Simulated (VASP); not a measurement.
VASP runs on RbBr (space group Fm-3m) share one base input (PBE GGA, plane waves, VASP's PBE PAW potentials (set 64)) and change the settings named in each case.

### INCAR
```
! general
SYSTEM   =  RbBr
PREC     =  Accurate
ENCUT    =  300
LREAL    =  F
LASPH    =  T

! electronic loop
EDIFF    =  1E-6
NELM     =  100
ALGO     =  Normal
LMAXMIX  =  4

! smearing
ISMEAR   =  -1
SIGMA    =  0.02

! functional
GGA      =  PE

! ions
ISIF     =  2

! output
LWAVE    =  F
LCHARG   =  F
```

File POSCAR:
```
RbBr
1
    0.0000000000     3.4450000000     3.4450000000
    3.4450000000     0.0000000000     3.4450000000
    3.4450000000     3.4450000000     0.0000000000
Rb Br
1 1
Direct
  0.0000000000   0.0000000000   0.0000000000
  0.5000000000   0.5000000000   0.5000000000
```

KPOINTS:
```
Automatic mesh
0
Gamma
8 8 8
0 0 0
```

POTCAR, in this order: Rb_sv Br (PBE.64 set). Program: vasp_std.

```csv
change,E(σ→0) (eV/atom),pressure (GPa),gap on the mesh (eV)
base run,-3.0523,0.73,4.32
GGA = PS,-3.1774,-0.27,4.18
"GGA_COMPAT = .FALSE., LNONCOLLINEAR = .TRUE., LSORBIT = .TRUE., MAGMOM = 0.0 0.0 0.0 0.0 0.0 0.0, program vasp_ncl",-3.0780,0.73,?
KPOINTS 4×4×4 Γ-centred mesh,-3.0522,0.73,4.32
```

Complete the blanks.

- GGA_COMPAT = .FALSE., LNONCOLLINEAR = .TRUE., LSORBIT = .TRUE., MAGMOM = 0.0 0.0 0.0 0.0 0.0 0.0, program vasp_ncl, gap on the mesh (eV): 4.16

Energies of different potentials or functionals have different zeros.  At 300 eV the pressure can carry a Pulay error.

Left out are runs that ran out of time, are held back, or changed the cell or the kind of run, fixed moments of cells without a moment, rows past the twelfth, gaps on odd meshes, pressures of charged cells and columns that move by less than the noise.

The structure is a typed RbBr crystal (Fm-3m). The cell was not relaxed at this level.
